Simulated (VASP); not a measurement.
## Lattice of YAlBMo across functionals and dispersion corrections

Aim: relax YAlBMo with several functionals and dispersion schemes, and compare the cells. The levels: PBE, LDA, PBEsol, r2SCAN, PBE + D3(BJ), vdW-DF, PBEsol + D3(BJ), RPBE and BEEF-vdW. The cell is invented: it takes the structure of a Materials Project entry for YB2Mo (space group 38 there), with some of its atoms replaced by other elements, volume scaled by an estimate. It may not be a known or stable phase. LASPH is on for some levels and off for others; the table marks which.

Calculated with VASP 6.6.1; PBE; plane waves and PAW (Mo_sv, Y_sv, Al, B), in the first sound run; inputs show where later runs differ.

### 1. Starting point

Before any relaxation, the start is as follows. Symmetry: Amm2, No. 38, orthorhombic system. Conventional cell: a = 3.285 Å, b = 3.498 Å, c = 10.689 Å, α = 90.00°, β = 90.00°, γ = 90.00°. Mo has 2 Al at 2.33 Å and 4 B at 2.49 Å nearest. Y has 4 Al at 2.79 Å and 3 B at 2.90 to 3.03 Å nearest. Nearest to Al lie 2 B at 1.86 Å and 2 Mo at 2.33 Å and 4 Y at 2.79 Å. B has 2 Al at 1.86 Å and 4 Mo at 2.49 Å and 3 Y at 2.90 to 3.03 Å nearest. It derives from YB2Mo. it takes the structure of a Materials Project entry for YB2Mo (space group 38 there), with some of its atoms replaced by other elements, volume scaled by an estimate. Farther neighbours are not listed.

### 2. Rough relaxation of the start cell

The start is only an estimate, so a cheap relaxation brings it near a minimum before any careful run. PBE, the usual starting point, adds the gradient of the density.

Contents of INCAR:

```
SYSTEM = YAlBMo
PREC = Normal
ENCUT = 420
EDIFF = 1E-05
NELM = 60
ISMEAR = -1
SIGMA = 0.05
LREAL = .FALSE.
ALGO = Fast
GGA = PE
NBANDS = 21
LORBIT = 11
LWAVE = .FALSE.
LCHARG = .FALSE.
KPAR = 2
IBRION = 2
NSW = 40
ISIF = 3
EDIFFG = -0.04
```

Contents of POSCAR:

```
YAlBMo
1.0
    3.2851090000      0.0000000000      0.0000000000
    0.0000000000      1.7487580000      5.3444340000
    0.0000000000     -1.7487580000      5.3444340000
Mo Y Al B
1 1 1 1
Direct
    0.5000000000      0.8787630000      0.8787630000
    0.0000000000      0.1571880000      0.1571880000
    0.5000000000      0.5233040000      0.5233040000
    0.0000000000      0.4407450000      0.4407450000
```

Contents of KPOINTS:

```
Automatic mesh
0
Gamma
5 5 5
0 0 0
```

Potentials, in the order of the species: Mo_sv, Y_sv, Al and B (PBE family, release 64).

The run is started by

```console
$ mpirun -np 2 vasp_std
```

The log of the run:

```text
[banner, memory and clock lines left out]
running    2 mpi-ranks, on    1 nodes
 distrk:  each k-point on    1 cores,    2 groups
 distr:  one band on    1 cores,    1 groups

 POSCAR found type information on POSCAR MoY AlB
 POSCAR found :  4 types and       4 ions
 LDA part: xc-table for (Slater+PW92), standard interpolation
 POSCAR, INCAR and KPOINTS ok, starting setup
 FFT: planning ... GRIDC
 FFT: planning ... GRID_SOFT
 FFT: planning ... GRID
 WAVECAR not read
 entering main loop
       N       E                     dE             d eps       ncg     rms          rms(c)
DAV:   1     0.191880143573E+03    0.19188E+03   -0.15200E+04  1134   0.121E+03
DAV:   2    -0.213171908540E+02   -0.21320E+03   -0.20588E+03  1293   0.344E+02
DAV:   3    -0.308879027634E+02   -0.95707E+01   -0.92679E+01  1989   0.577E+01
DAV:   4    -0.311020466398E+02   -0.21414E+00   -0.21366E+00  1382   0.726E+00
DAV:   5    -0.311081071511E+02   -0.60605E-02   -0.60596E-02  1613   0.107E+00    0.378E+01
RMM:   6    -0.268852321984E+02    0.42229E+01   -0.22902E+01  1145   0.216E+01    0.207E+01
RMM:   7    -0.265454492546E+02    0.33978E+00   -0.37241E+00  1227   0.110E+01    0.207E+01
RMM:   8    -0.263045300737E+02    0.24092E+00   -0.11947E+00  1370   0.552E+00    0.831E+00
RMM:   9    -0.263192676899E+02   -0.14738E-01   -0.24685E-01  1485   0.209E+00    0.144E+00
RMM:  10    -0.263200530742E+02   -0.78538E-03   -0.64269E-02  1458   0.109E+00    0.734E-01
RMM:  11    -0.263209598473E+02   -0.90677E-03   -0.19188E-02  1556   0.535E-01    0.322E-01
RMM:  12    -0.263212924824E+02   -0.33264E-03   -0.60774E-03  1530   0.344E-01    0.807E-02
RMM:  13    -0.263214961193E+02   -0.20364E-03   -0.21195E-03  1584   0.163E-01    0.413E-02
RMM:  14    -0.263215703611E+02   -0.74242E-04   -0.73895E-04  1443   0.886E-02    0.229E-02
RMM:  15    -0.263215992695E+02   -0.28908E-04   -0.28445E-04  1293   0.510E-02    0.121E-02
RMM:  16    -0.263216110492E+02   -0.11780E-04   -0.11168E-04  1071   0.317E-02    0.806E-03
RMM:  17    -0.263216157992E+02   -0.47500E-05   -0.49456E-05   918   0.227E-02
   1 F= -.26321616E+02 E0= -.26314320E+02  d E =-.263216E+02
 curvature:   0.00 expect dE= 0.000E+00 dE for cont linesearch  0.000E+00
 trial: gam= 0.00000 g(F)=  0.298E+01 g(S)=  0.218E+01 ort = 0.000E+00 (trialstep = 0.100E+01)
 search vector abs. value=  0.515E+01
 bond charge predicted
       N       E                     dE             d eps       ncg     rms          rms(c)
DAV:   1    -0.546849414590E+02   -0.28363E+02   -0.74154E+02  1134   0.243E+02    0.786E+01
RMM:   2    -0.581979612691E+02   -0.35130E+01   -0.89592E+01  1263   0.674E+01    0.385E+01
RMM:   3    -0.275918215795E+02    0.30606E+02   -0.29215E+01  1273   0.333E+01    0.247E+01
RMM:   4    -0.273288012054E+02    0.26302E+00   -0.53001E+00  1507   0.117E+01    0.189E+01
RMM:   5    -0.267675763687E+02    0.56122E+00   -0.29088E+00  1415   0.873E+00    0.854E+00
RMM:   6    -0.267513239777E+02    0.16252E-01   -0.56403E-01  1600   0.374E+00    0.662E+00
RMM:   7    -0.266985652577E+02    0.52759E-01   -0.64699E-01  1463   0.320E+00    0.372E+00
RMM:   8    -0.266879940012E+02    0.10571E-01   -0.16187E-01  1526   0.202E+00    0.181E+00
RMM:   9    -0.266933428461E+02   -0.53488E-02   -0.56547E-02  1655   0.886E-01    0.177E+00
RMM:  10    -0.266950743278E+02   -0.17315E-02   -0.17562E-02  1733   0.472E-01    0.177E+00
RMM:  11    -0.266988868156E+02   -0.38125E-02   -0.76672E-03  1569   0.366E-01    0.211E+00
RMM:  12    -0.266997102788E+02   -0.82346E-03   -0.73971E-02  1743   0.148E+00    0.121E+00
RMM:  13    -0.267048235017E+02   -0.51132E-02   -0.16000E-02  1555   0.526E-01    0.164E+00
RMM:  14    -0.267171819032E+02   -0.12358E-01   -0.14023E-02  1559   0.523E-01    0.206E+00
RMM:  15    -0.267316314669E+02   -0.14450E-01   -0.11764E-02  1555   0.497E-01    0.256E+00
RMM:  16    -0.267328024797E+02   -0.11710E-02   -0.27247E-03  1639   0.202E-01    0.264E+00
RMM:  17    -0.267310754081E+02    0.17271E-02   -0.70711E-04  1464   0.921E-02    0.261E+00
RMM:  18    -0.267216641328E+02    0.94113E-02   -0.23418E-03  1601   0.245E-01    0.239E+00
RMM:  19    -0.267161261999E+02    0.55379E-02   -0.21290E-03  1536   0.238E-01    0.224E+00
RMM:  20    -0.267069226032E+02    0.92036E-02   -0.58674E-03  1718   0.407E-01    0.191E+00
RMM:  21    -0.267027772370E+02    0.41454E-02   -0.29384E-03  1575   0.242E-01    0.165E+00
RMM:  22    -0.266993226469E+02    0.34546E-02   -0.29248E-03  1662   0.279E-01    0.134E+00
RMM:  23    -0.266964380121E+02    0.28846E-02   -0.40392E-03  1689   0.317E-01    0.976E-01
RMM:  24    -0.266954952449E+02    0.94277E-03   -0.23057E-03  1560   0.204E-01    0.700E-01
RMM:  25    -0.266950182530E+02    0.47699E-03   -0.15171E-03  1466   0.176E-01    0.401E-01
RMM:  26    -0.266948263502E+02    0.19190E-03   -0.10906E-03  1456   0.146E-01    0.155E-01
WARNING in EDDRMM: call to ZHEGV failed, returncode =   6  3     13
RMM:  27    -0.266948243792E+02    0.19710E-05   -0.34114E-04  1381   0.661E-02    0.620E-02
RMM:  28    -0.266948296184E+02   -0.52391E-05   -0.76661E-05  1011   0.279E-02
   2 F= -.26694830E+02 E0= -.26680751E+02  d E =-.373214E+00
[... from here on, the cycles between the ionic steps are left out ...]
   3 F= -.27488371E+02 E0= -.27480134E+02  d E =-.116675E+01
   4 F= -.27490495E+02 E0= -.27482240E+02  d E =-.116888E+01
   5 F= -.27818598E+02 E0= -.27809774E+02  d E =-.328103E+00
   6 F= -.27853984E+02 E0= -.27843588E+02  d E =-.363488E+00
   7 F= -.27885340E+02 E0= -.27873350E+02  d E =-.313560E-01
   8 F= -.27886294E+02 E0= -.27874571E+02  d E =-.323105E-01
   9 F= -.27895672E+02 E0= -.27884123E+02  d E =-.937829E-02
  10 F= -.27898757E+02 E0= -.27887704E+02  d E =-.124631E-01
  11 F= -.27906134E+02 E0= -.27895555E+02  d E =-.737695E-02
  12 F= -.27914073E+02 E0= -.27904941E+02  d E =-.153157E-01
  13 F= -.27915741E+02 E0= -.27906726E+02  d E =-.166846E-02
  14 F= -.27920738E+02 E0= -.27912068E+02  d E =-.666496E-02
  15 F= -.27931053E+02 E0= -.27923031E+02  d E =-.169799E-01
  16 F= -.27953708E+02 E0= -.27946704E+02  d E =-.396353E-01
  17 F= -.28006811E+02 E0= -.28000050E+02  d E =-.927381E-01
[...]
WARNING in EDDRMM: call to ZHEGV failed, returncode =   6  3      9
  18 F= -.28050542E+02 E0= -.28033715E+02  d E =-.136469E+00
  19 F= -.28062024E+02 E0= -.28047947E+02  d E =-.147951E+00
  20 F= -.28057602E+02 E0= -.28041875E+02  d E =-.143529E+00
  21 F= -.28062427E+02 E0= -.28046054E+02  d E =-.482522E-02
  22 F= -.28070839E+02 E0= -.28052843E+02  d E =-.132376E-01
  23 F= -.28058053E+02 E0= -.28038517E+02  d E =-.451173E-03
  24 F= -.28070317E+02 E0= -.28051679E+02  d E =-.127151E-01
  25 F= -.28080228E+02 E0= -.28061604E+02  d E =-.991152E-02
[...]
WARNING in EDDRMM: call to ZHEGV failed, returncode =   6  3     15
  26 F= -.28108125E+02 E0= -.28089528E+02  d E =-.378084E-01
  27 F= -.28155856E+02 E0= -.28137389E+02  d E =-.855391E-01
  28 F= -.28220748E+02 E0= -.28202583E+02  d E =-.150431E+00
  29 F= -.28241549E+02 E0= -.28223436E+02  d E =-.171233E+00
[...]
WARNING in EDDRMM: call to ZHEGV failed, returncode =   8  4     15
  30 F= -.28249647E+02 E0= -.28231622E+02  d E =-.179330E+00
  31 F= -.28263855E+02 E0= -.28246297E+02  d E =-.142075E-01
  32 F= -.28296796E+02 E0= -.28280996E+02  d E =-.471490E-01
  33 F= -.28312056E+02 E0= -.28299495E+02  d E =-.624090E-01
  34 F= -.28315277E+02 E0= -.28301922E+02  d E =-.656299E-01
  35 F= -.28319321E+02 E0= -.28306565E+02  d E =-.404365E-02
  36 F= -.28323700E+02 E0= -.28312209E+02  d E =-.842262E-02
  37 F= -.28323813E+02 E0= -.28312179E+02  d E =-.853592E-02
  38 F= -.28324134E+02 E0= -.28312572E+02  d E =-.321185E-03
 trial-energy change:   -0.000321  1 .order   -0.000324   -0.000401   -0.000247
 step:   1.2948(harm=  1.2948)  dis= 0.00394  next Energy=   -28.324334 (dE=-0.521E-03)
 bond charge predicted
       N       E                     dE             d eps       ncg     rms          rms(c)
DAV:   1    -0.283245823621E+02   -0.44428E-03   -0.36262E-02  1139   0.170E+00    0.188E-01
RMM:   2    -0.283243517073E+02    0.23065E-03   -0.20380E-03  1211   0.332E-01    0.716E-02
RMM:   3    -0.283243059368E+02    0.45771E-04   -0.26441E-04  1317   0.112E-01    0.373E-02
RMM:   4    -0.283242953012E+02    0.10636E-04   -0.12181E-04  1320   0.679E-02    0.264E-02
RMM:   5    -0.283242963447E+02   -0.10434E-05   -0.29849E-05   903   0.315E-02
  39 F= -.28324296E+02 E0= -.28312832E+02  d E =-.483466E-03
 curvature:  -0.65 expect dE=-0.257E-03 dE for cont linesearch -0.161E-05
 trial: gam= 0.54687 g(F)=  0.106E-03 g(S)=  0.289E-03 ort =-0.448E-04 (trialstep = 0.658E+00)
 search vector abs. value=  0.588E-03
 reached required accuracy - stopping structural energy minimisation
```

Run time: 2.4 min. Hardware: 2 MPI ranks of AMD EPYC 9R45, shared host; peak memory 0.32 GiB.

The logs omit lines about the potential files and the build; timing stands in the text.

Parts of OUTCAR (step 2):

```text
ion  position               nearest neighbor table
   1  0.500  0.879  0.879-   3 2.33   3 2.33   4 2.49   4 2.49   4 2.49   4 2.49   2 3.37   2 3.37
                             2 3.37   2 3.37   2 3.40   2 3.40
   2  0.000  0.157  0.157-   3 2.79   3 2.79   3 2.79   3 2.79   4 2.90   4 2.90   4 3.03   1 3.37
                             1 3.37   1 3.37   1 3.37   1 3.40   1 3.40
   3  0.500  0.523  0.523-   4 1.86   4 1.86   1 2.33   1 2.33   2 2.79   2 2.79   2 2.79   2 2.79

  LATTYP: Found a base centered orthorhombic cell.
 ALAT       =     3.4975160000
 B/A-ratio  =     3.0561312657
 C/A-ratio  =     0.9392691842

 Subroutine GETGRP returns: Found  4 space group operations
 (whereof  4 operations were pure point group operations)

The static configuration has the point symmetry C_2v.

 Found     27 irreducible k-points:

   k-points           NKPTS =     27   k-points in BZ     NKDIM =     27   number of bands    NBANDS=     21

   dimension x,y,z NGX =    16 NGY =   28 NGZ =   28
   dimension x,y,z NGXF=    32 NGYF=   56 NGZF=   56

   ENCUT  =  420.0 eV  30.87 Ry    5.56 a.u.   5.49  9.40  9.40*2*pi/ulx,y,z

   NELECT =      31.0000    total number of electrons

 k-points in reciprocal lattice and weights: Automatic mesh
   0.00000000  0.00000000  0.00000000       0.008
   0.20000000  0.00000000  0.00000000       0.016
   0.40000000  0.00000000  0.00000000       0.016
   0.00000000  0.20000000  0.00000000       0.032
   0.20000000  0.20000000  0.00000000       0.064
   0.40000000  0.20000000  0.00000000       0.064
   0.00000000  0.40000000  0.00000000       0.032
   0.20000000  0.40000000  0.00000000       0.064
   0.40000000  0.40000000  0.00000000       0.064
[...]
0.20000000 -0.40000000  0.40000000       0.032
   0.40000000 -0.40000000  0.40000000       0.032

 average (electrostatic) potential at core
       1 -74.5213       2 -33.4378       3 -73.2288       4 -25.3123

 E-fermi :   6.7526

 k-point     1 :       0.0000    0.0000    0.0000
  band No.  band energies     occupation
    ...
     12       4.1825      2.00000
     13       5.5448      2.00000
     14       6.4617      1.99407
     15       6.5902      1.92523
     16       6.7496      1.02960
     17       7.6186      0.00000
     18       7.9057      0.00000
     19       9.1371      0.00000
     20       9.2059      0.00000
     21      11.4602      0.00000

 k-point     2 :       0.2000    0.0000    0.0000
  band No.  band energies     occupation
    ...
     11       3.3379      2.00000
     12       3.7457      2.00000
     13       5.6032      2.00000
     14       5.6391      2.00000
     15       6.2569      1.99990
     16       7.0353      0.00698
     17       7.0620      0.00410
     18       7.7875      0.00000
     19       8.7996      0.00000
     20       9.6348      0.00000
    ...

 k-point     3 :       0.4000    0.0000    0.0000
  band No.  band energies     occupation
    ...
     11       2.5294      2.00000
     12       3.6663      2.00000
     13       4.3246      2.00000
     14       5.4776      2.00000
     15       5.8990      2.00000
     16       7.1482      0.00073
     17       7.2558      0.00009
     18       7.7096      0.00000
     19       9.4079      0.00000
     20      10.1454      0.00000
    ...

  Total        0.0499590      0.0692341      0.1292299      0.0000000      0.0000000      0.0000000
  in kB        1.1881812      1.6466018      3.0734885      0.0000000      0.0000000      0.0000000
  external PRESSURE =       1.9694239 kB  Pullay stress =       0.0000000 kB

  energy-cutoff  :      420.00
  volume of cell :       67.37
      direct lattice vectors                 reciprocal lattice vectors
     3.142098771  0.000000000  0.000000000     0.318258614  0.000000000  0.000000000
     0.000000000  1.575340334  6.804835653     0.000000000  0.317391734  0.073477160
     0.000000000 -1.575340334  6.804835653     0.000000000 -0.317391734  0.073477160

 POSITION                                       TOTAL-FORCE (eV/Angst)
 -----------------------------------------------------------------------------------
      1.57105      0.00000     11.82592         0.000000      0.000000     -0.028771
      0.00000      0.00000      2.72796         0.000000      0.000000      0.013637
      1.57105      0.00000      7.22407         0.000000      0.000000     -0.015512
      0.00000      0.00000      5.44138         0.000000      0.000000      0.030647
 -----------------------------------------------------------------------------------
    total drift:                                0.000000     -0.000000      0.002167

  FREE ENERGIE OF THE ION-ELECTRON SYSTEM (eV)
  ---------------------------------------------------
  free  energy   TOTEN  =       -28.3242963447 eV

  energy  without entropy=      -28.3013685253  energy(sigma->0) =      -28.31283243

 reached required accuracy - stopping structural energy minimisation

 total charge
# of ion       s       p       d       f       tot
--------------------------------------------------
    1        2.321   6.195   3.959   0.000  12.475
    2        2.257   6.383   1.111   0.032   9.784
    3        0.417   0.372   0.000   0.000   0.789
    4        0.728   1.091   0.000   0.000   1.819
--------------------------------------------------
tot          5.724  14.040   5.071   0.032  24.868

[... 3 further parts left out ...]
```

CONTCAR:

```
YAlBMo
   1.00000000000000
     3.1420987708916823    0.0000000000000000    0.0000000000000000
     0.0000000000000000    1.5753403341506775    6.8048356525918789
     0.0000000000000000   -1.5753403341506775    6.8048356525918789
  Mo              Y               Al              B
     1     1     1     1
Direct
     0.5000000000000000    0.8689352488697558    0.8689352488697558
     0.0000000000000000    0.2004428744782109    0.2004428744782109
     0.5000000000000000    0.5308043923896155    0.5308043923896155
     0.0000000000000000    0.3998174842624179    0.3998174842624179
```

This run has no spin polarisation. Its electron count is odd, so without a moment it is a metal by construction. The k-mesh is coarse for a metal. This relaxation is a rough one on cheap settings, only to bring the start near its minimum. After so large a change of volume the plane waves of the start cell no longer fit, so the final stress carries a basis-set error. The run keeps the 4 symmetry operations of its start, so it cannot find a distortion of lower symmetry.

Step by step (22 of 39):

| step | energy less that of the first step (eV) | largest force (eV/Å) | pressure (GPa) | volume (Å³) |
| --- | --- | --- | --- | --- |
| 1 | 0.0000 | 5.4717 | 18.97 | 61.41 |
| 3 | -1.1668 | 1.4440 | -7.35 | 69.77 |
| 5 | -1.4970 | 0.9205 | -1.13 | 65.01 |
| 6 | -1.5324 | 0.5656 | 2.34 | 63.11 |
| 8 | -1.5647 | 0.2999 | 0.21 | 63.89 |
| 10 | -1.5771 | 0.2193 | -0.31 | 64.27 |
| 12 | -1.5925 | 0.4403 | 2.43 | 63.52 |
| 14 | -1.5991 | 0.4641 | 2.34 | 63.65 |
| 15 | -1.6094 | 0.5033 | 2.34 | 63.83 |
| 17 | -1.6852 | 0.9563 | 3.05 | 64.72 |
| 19 | -1.7404 | 1.8447 | 5.61 | 65.27 |
| 21 | -1.7408 | 2.0347 | 6.02 | 65.45 |
| 23 | -1.7364 | 2.2476 | 5.50 | 66.49 |
| 25 | -1.7586 | 2.1099 | 5.45 | 66.09 |
| 26 | -1.7865 | 1.9684 | 4.59 | 66.37 |
| 28 | -1.8991 | 1.1973 | 0.22 | 68.09 |
| 30 | -1.9280 | 0.6294 | -3.13 | 69.63 |
| 32 | -1.9752 | 0.3658 | -1.48 | 68.42 |
| 34 | -1.9937 | 0.0898 | 0.49 | 67.18 |
| 35 | -1.9977 | 0.0595 | 0.31 | 67.26 |
| 37 | -2.0022 | 0.0981 | -0.07 | 67.45 |
| 39 | -2.0027 | 0.0306 | 0.20 | 67.37 |

| cell as run | before | after | change |
| --- | --- | --- | --- |
| a (Å) | 3.285 | 3.142 | -4.4 % |
| b (Å) | 5.623 | 6.985 | +24.2 % |
| c (Å) | 5.623 | 6.985 | +24.2 % |
| α (°) | 36.24 | 26.07 | -28.1 % |
| volume (Å³/atom) | 15.35 | 16.84 | +9.7 % |

The atoms that moved most (Å, as changes of fractional coordinates times the final cell):

| atom | dx | dy | dz | length |
| --- | --- | --- | --- | --- |
| Y2 | 0.000 | 0.000 | 0.589 | 0.589 |
| B4 | 0.000 | 0.000 | -0.557 | 0.557 |
| Mo1 | 0.000 | 0.000 | -0.134 | 0.134 |
| Al3 | 0.000 | 0.000 | 0.102 | 0.102 |

Final coordinates:

```
Mo Y Al B
1.0
     3.14210    0.00000    0.00000
     0.00000    1.57534    6.80484
     0.00000   -1.57534    6.80484
Mo Y Al B
1 1 1 1
Direct
  0.50000 0.86894 0.86894
  0.00000 0.20044 0.20044
  0.50000 0.53080 0.53080
  0.00000 0.39982 0.39982
```

This step gave:

* electrons: 31
* bands: 21
* irreducible k-points: 27
* symmetry operations: 4
* free energy (TOTEN): -28.32 eV
* energy at zero smearing: -28.31 eV
* Fermi energy: 6.753 eV
* pressure: 0.1969 GPa
* metallic: yes
* SCF cycles over all ionic steps: 366

It ends with a largest force of 0.031 eV/Å and a pressure of 0.20 GPa.

(Part 1 of 4 ends here.)

[Lines on the potential files, build, host, timing and source positions are cut from VASP's logs without a mark.]

[Logs are printed without paths, hosts, clocks, repeated set-up lines and the standing remarks that a program may print on its own settings, such as how far it seeks lower states.]

[Hosts, paths, dates, database ids (printed as entryN), source tags and the programs' standing remarks are cut or masked in the printed files.]

[A measured line is paired with the nearest computed mode of its activity, which favours agreement.]
